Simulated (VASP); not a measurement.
Input:

```
CELL_PARAMETERS angstrom
      1.79000    -3.10037     0.00000
      1.79000     3.10037     0.00000
      0.00000     0.00000     5.62000
ATOMIC_POSITIONS crystal
  Ho 0.33333 0.66667 0.25000
  Ho 0.66667 0.33333 0.75000
```

Level of theory: PBE GGA, VASP's PBE PAW potentials (set 64) (plane waves; VASP). Settings: 400 eV cut-off, 9×9×5 Γ-centred mesh, first-order Methfessel-Paxton smearing of 0.10 eV, potentials Ho_3.

The 4f electrons are frozen in the core of the lanthanide potential, so 4f levels, which can set the real gap, and their magnetism are missing.

Question: Predict the energy per atom (σ→0), band gap (on the k-mesh) with the smallest direct gap where there is one.

Answer: 
| Item | Result |
|---|---|
| band gap (on the k-mesh) | none (metal, semimetal or under 0.01 eV) |
| energy per atom (σ→0) | -4.513 eV/atom |

Total energies compare only between runs with the same potentials, cut-off and functional.

The compound is Ho in the hcp structure. The cell was not relaxed at this level.
